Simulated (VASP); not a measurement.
Method: PBE GGA, VASP's PBE PAW potentials (set 64) (plane waves; VASP).

VASP input:

### KPOINTS
```
Automatic mesh
0
Gamma
13 13 7
0 0 0
```

### INCAR
```
LWAVE = .FALSE.
LASPH = .TRUE.   ! aspherical one-centre terms
LMAXMIX = 4
IBRION = 2
EDIFF = 1E-6   ! SCF stop (eV)
ISIF = 3   ! ions, shape and volume
ENCUT = 480   ! plane-wave cut-off (eV)
SYSTEM = Ti
GGA = PE   ! PBE
LREAL = .FALSE.   ! projection in real space or not
ISMEAR = 1   ! Methfessel-Paxton
ALGO = Normal
NELM = 100   ! most electronic steps
EDIFFG = -0.01   ! ionic stop
LCHARG = .FALSE.
PREC = Accurate
SIGMA = 0.1   ! width (eV)
NSW = 60
```

### POSCAR
```
Ti
1.0
  1.4750000000  -2.5547750000   0.0000000000
  1.4750000000   2.5547750000   0.0000000000
  0.0000000000   0.0000000000   4.6800000000
Ti
2
direct
  0.3333330000   0.6666670000   0.2500000000
  0.6666670000   0.3333330000   0.7500000000
```

POTCAR, in this order: Ti (PBE.64 set). Program: vasp_std.

Energy and stress use the plane-wave basis of the starting cell.

**Question.** Predict the energy per atom (σ→0), volume per atom, band gap (on the k-mesh).

**Answer.** 
```json
{
  "energy per atom (σ→0)": "-7.762 eV/atom",
  "band gap (on the k-mesh)": "none (metal, semimetal or under 0.01 eV)",
  "volume_per_atom": "17.12 Å^3/atom"
}
```

### OSZICAR
```
...
DAV:   1    -0.155265503683E+02   -0.95084E-02   -0.22230E-01  1344   0.601E+00    0.722E-01
DAV:   2    -0.155241635282E+02    0.23868E-02   -0.54082E-03  1352   0.755E-01    0.288E-01
DAV:   3    -0.155237543674E+02    0.40916E-03   -0.10459E-03  1456   0.270E-01    0.624E-02
DAV:   4    -0.155237242362E+02    0.30131E-04   -0.13280E-04  1408   0.128E-01    0.411E-03
DAV:   5    -0.155237217575E+02    0.24786E-05   -0.55153E-06  1800   0.258E-02    0.260E-03
DAV:   6    -0.155237230351E+02   -0.12776E-05   -0.33842E-07   712   0.322E-03    0.149E-04
DAV:   7    -0.155237229543E+02    0.80837E-07   -0.24790E-08   696   0.202E-03
   3 F= -.15523723E+02 E0= -.15523682E+02  d E =-.106813E-01
```

The compound is Ti in the hcp structure. This run relaxes it. Symmetry was kept, so distortions that lower it aren't found.
